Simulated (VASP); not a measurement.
# OInBr2H in VASP: notebook, part 2 of 2

VASP 6.6.1. The steps go on from the part before.

**3. Relaxation of the atoms, PBE (atoms moved at random, drawn with an rms of 0.02 Å)**

INCAR

```
SYSTEM = InHBr2O
PREC = Accurate
ENCUT = 520
EDIFF = 1E-6
ISMEAR = 0
SIGMA = 0.01
LREAL = .False.
LASPH = .True.
NELM = 80
ALGO = Normal
ISIF = 2
LWAVE = .False.
LCHARG = .False.
GGA = PE
IBRION = 2
NSW = 60
EDIFFG = -0.01
```

KPOINTS

```
regular mesh
0
Gamma
  1 1 1
  0 0 0
```

POSCAR

```
InHBr2O
1.0
   13.0000000000      0.0000000000      0.0000000000
    0.0000000000     13.0000000000      0.0000000000
    0.0000000000      0.0000000000     12.0000000000
O In Br H
1 1 2 1
Direct
    0.4870780000      0.6095810000      0.5146740000
    0.4951080000      0.4580040000      0.5063120000
    0.6359510000      0.3718320000      0.5997340000
    0.3644030000      0.3626630000      0.4046000000
    0.5431600000      0.6385410000      0.5562330000
```

Potentials or basis: VASP PAW PBE potentials, release 64 (O, In_d, Br, H).

The run is started by

```bash
cat potpaw_PBE.64/O/POTCAR potpaw_PBE.64/In_d/POTCAR potpaw_PBE.64/Br/POTCAR potpaw_PBE.64/H/POTCAR > POTCAR
mpirun -np 1 vasp_gam > vasp.out
```

OUTCAR:

```text
SYSTEM = InHBr2O
   PREC = Accurate
   ENCUT = 520
   EDIFF = 1E-6
   ISMEAR = 0
   LREAL = .False.
   LASPH = .True.
   NELM = 80
   ISIF = 2
   GGA = PE
   IBRION = 2
   NSW = 60
   EDIFFG = -0.01

 ion  position               nearest neighbor table
   1  0.487  0.610  0.515-   5 0.96   2 1.98
   2  0.495  0.458  0.506-   1 1.98   3 2.42   4 2.43
   3  0.636  0.372  0.600-   2 2.42
   4  0.364  0.363  0.405-   2 2.43
   5  0.543  0.639  0.556-   1 0.96

  LATTYP: Found a simple tetragonal cell.
 ALAT       =    13.0000000000
 C/A-ratio  =     0.9230769231

  Lattice vectors:

 A1 = (  13.0000000000,   0.0000000000,   0.0000000000)
 A2 = (   0.0000000000,  13.0000000000,   0.0000000000)
 A3 = (   0.0000000000,   0.0000000000,  12.0000000000)

Analysis of symmetry for initial positions (statically):
=====================================================================
 Subroutine PRICEL returns:
 Original cell was already a primitive cell.

 Routine SETGRP: Setting up the symmetry group for a
 simple tetragonal supercell.

[... 150 lines left out ...]

  energy without entropy =      -17.92217010  energy(sigma->0) =      -17.92217010

------------------------ aborting loop because EDIFF is reached ----------------------------------------

  FORCE on cell =-STRESS in cart. coord.  units (eV):
  Direction    XX          YY          ZZ          XY          YZ          ZX
  --------------------------------------------------------------------------------------
  -------------------------------------------------------------------------------------
  Total        1.6249981      1.2926007      0.6534993     -0.2336682     -0.0468205      1.0851277
  in kB        1.2837944      1.0211911      0.5162829     -0.1846045     -0.0369895      0.8572815
  external PRESSURE =       0.9404228 kB  Pullay stress =       0.0000000 kB
[... 98 lines left out ...]
  FREE ENERGIE OF THE ION-ELECTRON SYSTEM (eV)
  ---------------------------------------------------
  free  energy   TOTEN  =       -17.9356805279 eV

  energy  without entropy=      -17.9356805279  energy(sigma->0) =      -17.93568053

[... ionic steps 4 to 24 ...]

--------------------------------------- Ionic step       25  -------------------------------------------

 number of electron      34.0000006 magnetization

------------------------ aborting loop because EDIFF is reached ----------------------------------------
[... 73 lines left out ...]
--------------------------------------- Ionic step       27  -------------------------------------------

 number of electron      34.0000006 magnetization

 Free energy of the ion-electron system (eV)
  ---------------------------------------------------
  ext. energy  EPLUGINS =         0.00000000
  ---------------------------------------------------
  free energy    TOTEN  =       -17.95356695 eV

  energy without entropy =      -17.95356695  energy(sigma->0) =      -17.95356695

 E-fermi :  -6.9307     XC(G=0):  -0.9326

 val. band max:       -6.9904387255   @ k =   0.0000   0.0000   0.0000
 cond. band min:      -3.2999054341   @ k =   0.0000   0.0000   0.0000
 fundamental gap:      3.6905332913
 Fermi energy:        -6.9307227522

 k-point     1 :       0.0000    0.0000    0.0000
  band No.  band energies     occupation
      1     -24.2272      2.00000
      2     -20.4570      2.00000
      3     -20.3447      2.00000
      4     -19.8436      2.00000
      5     -19.7591      2.00000
      6     -19.5862      2.00000
[... 45 lines left out ...]
  FREE ENERGIE OF THE ION-ELECTRON SYSTEM (eV)
  ---------------------------------------------------
  free  energy   TOTEN  =       -17.9535669535 eV

  energy  without entropy=      -17.9535669535  energy(sigma->0) =      -17.95356695

 reached required accuracy - stopping structural energy minimisation
```

OSZICAR:

```text
N       E                     dE             d eps       ncg     rms          rms(c)
DAV:   1     0.322870380917E+03    0.32287E+03   -0.97925E+03    50   0.101E+03
DAV:   2     0.980555860165E+02   -0.22481E+03   -0.21117E+03    52   0.233E+02
DAV:   3    -0.682040524025E+01   -0.10488E+03   -0.10454E+03    63   0.125E+02
DAV:   4    -0.206310046252E+02   -0.13811E+02   -0.13738E+02    47   0.475E+01
[... 238 lines left out ...]
  26 F= -.17953559E+02 E0= -.17953559E+02  d E =-.243109E-04
       N       E                     dE             d eps       ncg     rms          rms(c)
DAV:   1    -0.179535652684E+02   -0.60466E-05   -0.90343E-04    42   0.220E-01    0.110E-02
DAV:   2    -0.179535670735E+02   -0.18051E-05   -0.24924E-05    52   0.437E-02    0.468E-03
DAV:   3    -0.179535669535E+02    0.11994E-06   -0.60476E-07    31   0.770E-03
  27 F= -.17953567E+02 E0= -.17953567E+02  d E =-.758502E-05
```

Wall time 30 min (1 thread of Intel Xeon Platinum 8259CL at 2.50GHz (Skylake/Cascade Lake), shared host); peak memory 1.6 GiB.

Results:

- Free energy: -17.9536 eV
- Energy gained by relaxing: 6.3 meV/atom
- Ionic steps: 27
- Largest force after relaxing: 0.007 eV/Å
- Gap between the frontier levels: 3.69 eV

Forces on the atoms (eV/Å):
```
O   -0.002 -0.001  0.001
In   0.001  0.000 -0.006
Br   0.002 -0.005  0.003
Br  -0.001 -0.001  0.001
H    0.000  0.007  0.000
```

Step by step:
| step | energy change (eV) | largest force (eV/Å) | pressure (GPa) |
| --- | --- | --- | --- |
| 1 | 0.0000 | 0.7581 | 0.09 |
| 2 | 0.0280 | 2.1413 | -0.02 |
| 3 | -0.0135 | 0.6191 | 0.05 |
| 4 | -0.0294 | 0.2289 | 0.00 |
| 5 | -0.0295 | 0.2092 | 0.00 |
| 6 | -0.0307 | 0.0557 | 0.00 |
| 7 | -0.0307 | 0.0420 | 0.00 |
| 8 | -0.0307 | 0.0678 | -0.01 |
| 9 | -0.0307 | 0.0434 | 0.00 |
| 10 | -0.0308 | 0.0208 | -0.01 |
| 11 | -0.0308 | 0.0320 | -0.01 |
| 12 | -0.0308 | 0.0328 | -0.01 |
| 13 | -0.0310 | 0.0317 | 0.00 |
| 14 | -0.0312 | 0.0409 | 0.00 |
| 15 | -0.0312 | 0.0786 | 0.00 |
| 16 | -0.0313 | 0.0628 | 0.00 |
| 17 | -0.0313 | 0.0342 | 0.00 |
| 18 | -0.0313 | 0.0323 | 0.00 |
| 19 | -0.0313 | 0.0331 | 0.00 |
| 20 | -0.0313 | 0.0353 | 0.00 |
| 21 | -0.0313 | 0.0235 | -0.01 |
| 22 | -0.0314 | 0.0141 | 0.00 |
| 23 | -0.0313 | 0.0410 | 0.00 |
| 24 | -0.0314 | 0.0186 | 0.00 |
| 25 | -0.0314 | 0.0159 | 0.00 |
| 26 | -0.0314 | 0.0197 | 0.00 |
| 27 | -0.0314 | 0.0074 | 0.00 |

Final structure:
```
O In Br H
1.0
    13.00000    0.00000    0.00000
     0.00000   13.00000    0.00000
     0.00000    0.00000   12.00000
O In Br H
1 1 2 1
Cartesian
  6.3138 7.9428 6.1569
  6.4399 5.9504 6.0842
  8.3124 4.8024 7.2222
  4.7139 4.7246 4.8393
  7.0541 8.3079 6.6759
```

Levels at points of the mesh, in eV from the valence-band top:
```tsv
k point	band 14	band 15	band 16	band 17	band 18	band 19	band 20	band 21
(0.00, 0.00, 0.00)	-0.11	-0.05	-0.04	0.00	3.69	5.13	6.58	6.97
```

Caveat: spin-orbit coupling is left out, which moves the levels of the heavy elements.

**4. Atomic charges, PBE+TS**

INCAR

```
ALGO = Normal
EDIFF = 1E-6
ENCUT = 520
GGA = PE
ISIF = 2
ISMEAR = 0
IVDW = 2
LASPH = True
LCHARG = True
LELF = True
LORBIT = 11
LREAL = False
LVACPOTAV = True
LVHAR = True
LWAVE = False
NELM = 80
PREC = Accurate
SIGMA = 0.01
```

KPOINTS

```
k-points
0
Gamma
  1 1 1
```

POSCAR

```
InHBr2O
1.0
   13.0000000000      0.0000000000      0.0000000000
    0.0000000000     13.0000000000      0.0000000000
    0.0000000000      0.0000000000     12.0000000000
O In Br H
1 1 2 1
Direct
    0.4860500000      0.6097807700      0.5136916700
    0.4951423100      0.4591423100      0.5067583300
    0.6378192300      0.3718500000      0.6005083300
    0.3641807700      0.3642269200      0.4051583300
    0.5417500000      0.6390038500      0.5558833300
```

The run is started by

```bash
cat potpaw_PBE.64/O/POTCAR potpaw_PBE.64/In_d/POTCAR potpaw_PBE.64/Br/POTCAR potpaw_PBE.64/H/POTCAR > POTCAR
mpirun -np 1 vasp_gam > vasp.out
```

Run time: 4.2 min. Hardware: 1 thread of Intel Xeon Platinum 8259CL at 2.50GHz (Skylake/Cascade Lake), shared host; peak memory 1.5 GiB.

It converged, with:

| Property | Result |
| --- | --- |
| Free energy | -17.9687 eV |
| Largest force | 0.720 eV/Å |
| Gap between the frontier levels | 3.87 eV |
| Valence electrons inside the program's atomic spheres | O 5.08; In 11.44; Br 4.85; H 0.76 |
| Hirshfeld charges | O -0.34; In +0.54; Br -0.17, -0.15; H +0.13 e |
| Dispersion energy per atom | -0.008 eV |

Forces on the atoms (eV/Å):
```
O   -0.528  0.374 -0.317
In   0.031 -0.337 -0.006
Br   0.230 -0.146  0.140
Br  -0.210 -0.141 -0.150
H    0.476  0.249  0.333
```

Levels at points of the mesh, in eV from the valence-band top:
```csv
k point,band 14,band 15,band 16,band 17,band 18,band 19,band 20,band 21
"(0.00, 0.00, 0.00)",-0.12,-0.08,-0.06,0.00,3.87,5.20,6.63,7.00
```

Caveat: spin-orbit coupling is left out, which moves the levels of the heavy elements.

**5. The runs side by side**

| task | level | cell | gap on the mesh (eV) | largest force (eV/Å) |
| --- | --- | --- | --- | --- |
| single point | PBE | atoms moved at random, drawn with an rms of 0.05 Å | 3.86 | 2.66 |
| relaxation of the atoms | PBE | atoms relaxed from: atoms moved at random, drawn with an rms of 0.02 Å | 3.69 | 0.01 |
| atomic charges | PBE+TS | as given | 3.87 | 0.72 |

Alike in all rows: potentials or basis VASP PAW PBE potentials, release 64 (O, In_d, Br, H); no spin polarisation; k mesh 1 × 1 × 1; cutoff (eV) 520; smearing gaussian 0.01 eV.

Caveats: spin-orbit coupling is left out, which moves the levels of the heavy elements.

Absolute energies hang on the potentials; compare differences alone.
